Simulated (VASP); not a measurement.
# AlTlS3 (Pm-3m) in VASP: notebook, part 2 of 2

VASP 6.6.1. The steps go on from the part before.

**4. Single point, LDA**

This run uses another cell than the first one, of 19.92 Å³/atom, 0.924 times its volume.

INCAR

```
PREC = Accurate
ENCUT = 520
EDIFF = 1E-6
ISMEAR = 0
SIGMA = 0.05
LREAL = F
LASPH = T
NELM = 100
ALGO = Normal
ISIF = 2
LWAVE = F
LCHARG = F
NBANDS = 25
```

KPOINTS

```
regular mesh
0
Gamma
  4 4 4
```

POSCAR

```
AlTlS3
1.0
    4.6357457996      0.0000000000      0.0000000000
    0.0000000000      4.6357457996      0.0000000000
    0.0000000000      0.0000000000      4.6357457996
Tl Al S
1 1 3
Direct
    0.0000000000      0.0000000000      0.0000000000
    0.5000000000      0.5000000000      0.5000000000
    0.5000000000      0.5000000000      0.0000000000
    0.5000000000      0.0000000000      0.5000000000
    0.0000000000      0.5000000000      0.5000000000
```

Potentials or basis: VASP PAW LDA potentials, release 64 (Tl_d, Al, S).

The run is started by

```sh
> cat potpaw_LDA.64/Tl_d/POTCAR potpaw_LDA.64/Al/POTCAR potpaw_LDA.64/S/POTCAR > POTCAR
> mpirun -np 1 vasp_std > vasp.out
```

OUTCAR:

```text
PREC = Accurate
   ENCUT = 520
   EDIFF = 1E-6
   ISMEAR = 0
   LREAL = F
   LASPH = T
   NELM = 100
   ISIF = 2

 ion  position               nearest neighbor table
   1  0.000  0.000  0.000-   3 3.28   4 3.28   5 3.28   4 3.28   5 3.28   3 3.28   5 3.28   5 3.28
                             3 3.28   4 3.28   4 3.28   3 3.28
   2  0.500  0.500  0.500-   3 2.32   4 2.32   5 2.32   3 2.32   4 2.32   5 2.32
   3  0.500  0.500  0.000-   2 2.32   2 2.32   1 3.28   1 3.28   1 3.28   1 3.28
   4  0.500  0.000  0.500-   2 2.32   2 2.32   1 3.28   1 3.28   1 3.28   1 3.28
   5  0.000  0.500  0.500-   2 2.32   2 2.32   1 3.28   1 3.28   1 3.28   1 3.28

  LATTYP: Found a simple cubic cell.
 ALAT       =     4.6357457996

  Lattice vectors:

 A1 = (   4.6357457996,   0.0000000000,   0.0000000000)
 A2 = (   0.0000000000,   4.6357457996,   0.0000000000)
 A3 = (   0.0000000000,   0.0000000000,   4.6357457996)

Analysis of symmetry for initial positions (statically):
=====================================================================
 Subroutine PRICEL returns:
 Original cell was already a primitive cell.

[... 162 lines left out ...]
 E-fermi :   5.0035     XC(G=0): -10.4199

 val. band max:        4.9764724264   @ k =   0.5000   0.5000   0.2500
 cond. band min:       5.0191252755   @ k =   0.2500   0.2500   0.2500
 fundamental gap:      0.0426528490
 Fermi energy:         5.0035062485

 k-point     1 :       0.0000    0.0000    0.0000
  band No.  band energies     occupation
      1      -8.8631      2.00000
      2      -6.1218      2.00000
      3      -6.1218      2.00000
      4      -4.7512      2.00000
      5      -4.7512      2.00000
      6      -4.7512      2.00000
[... 269 lines left out ...]
     24      12.0120      0.00000
     25      14.8872      0.00000

------------------------ aborting loop because EDIFF is reached ----------------------------------------

  FORCE on cell =-STRESS in cart. coord.  units (eV):
  Direction    XX          YY          ZZ          XY          YZ          ZX
  --------------------------------------------------------------------------------------
  -------------------------------------------------------------------------------------
  Total        0.0321668      0.0321668      0.0321668     -0.0000000      0.0000000     -0.0000000
  in kB        0.5173201      0.5173201      0.5173201     -0.0000000      0.0000000     -0.0000000
  external PRESSURE =       0.5173201 kB  Pullay stress =       0.0000000 kB

 VOLUME and BASIS-vectors are now :
 -----------------------------------------------------------------------------
  energy-cutoff  :      520.00
  volume of cell :       99.62
      direct lattice vectors                 reciprocal lattice vectors
     4.635745800  0.000000000  0.000000000     0.215715020  0.000000000  0.000000000
     0.000000000  4.635745800  0.000000000     0.000000000  0.215715020  0.000000000
     0.000000000  0.000000000  4.635745800     0.000000000  0.000000000  0.215715020

 POSITION                                       TOTAL-FORCE (eV/Angst)
 -----------------------------------------------------------------------------------
      0.00000      0.00000      0.00000         0.000000      0.000000      0.000000
      2.31787      2.31787      2.31787         0.000000      0.000000      0.000000
      2.31787      2.31787      0.00000         0.000000      0.000000      0.000000
      2.31787      0.00000      2.31787         0.000000      0.000000      0.000000
      0.00000      2.31787      2.31787         0.000000      0.000000      0.000000
 -----------------------------------------------------------------------------------
    total drift:                               -0.000000      0.000000      0.000000

  FREE ENERGIE OF THE ION-ELECTRON SYSTEM (eV)
  ---------------------------------------------------
  free  energy   TOTEN  =       -22.4458386458 eV

  energy  without entropy=      -22.4327170485  energy(sigma->0) =      -22.43927785
```

OSZICAR:

```text
N       E                     dE             d eps       ncg     rms          rms(c)
DAV:   1     0.161006651200E+03    0.16101E+03   -0.15868E+04   500   0.120E+03
DAV:   2    -0.137722082046E+02   -0.17478E+03   -0.16742E+03   602   0.240E+02
DAV:   3    -0.228711637743E+02   -0.90990E+01   -0.89737E+01   603   0.506E+01
DAV:   4    -0.229809472838E+02   -0.10978E+00   -0.10969E+00   574   0.650E+00
DAV:   5    -0.229828726078E+02   -0.19253E-02   -0.19252E-02   631   0.863E-01    0.907E+00
DAV:   6    -0.225008294217E+02    0.48204E+00   -0.94023E-01   556   0.461E+00    0.610E+00
DAV:   7    -0.224501194085E+02    0.50710E-01   -0.20231E-01   605   0.192E+00    0.241E+00
DAV:   8    -0.224460985812E+02    0.40208E-02   -0.18595E-02   581   0.800E-01    0.249E-01
DAV:   9    -0.224458543913E+02    0.24419E-03   -0.10151E-03   574   0.187E-01    0.103E-01
DAV:  10    -0.224458408804E+02    0.13511E-04   -0.12310E-04   636   0.570E-02    0.297E-02
DAV:  11    -0.224458386080E+02    0.22724E-05   -0.15027E-05   566   0.210E-02    0.995E-03
DAV:  12    -0.224458386458E+02   -0.37771E-07   -0.97393E-07   331   0.496E-03
   1 F= -.22445839E+02 E0= -.22439278E+02  d E =-.131216E-01
```

It took 9.9 s on 1 thread of AMD EPYC 9R45 (Zen 5), shared host; peak memory 0.14 GiB.

What came out:

| Property | Result |
| --- | --- |
| Free energy | -22.4458 eV |
| Pressure | 0.1 GPa |
| Band gap on the k mesh | none (metal or under the smearing width) |

**5. The runs side by side**

| cell | gap on the mesh (eV) | pressure (GPa) |
| --- | --- | --- |
| Pm-3m, 21.57 Å³/atom | none | -4.5 |
| Pm-3m, 20.77 Å³/atom | none | -2.6 |
| Pm-3m, 19.92 Å³/atom | none | 0.1 |

Alike in all rows: task single point; level LDA; potentials or basis VASP PAW LDA potentials, release 64 (Tl_d, Al, S); no spin polarisation; k mesh 4 × 4 × 4; cutoff (eV) 520; smearing gaussian 0.05 eV.

Every run on the cell as given and a fine mesh finds a metal.

Absolute energies hang on the potentials; compare differences alone.
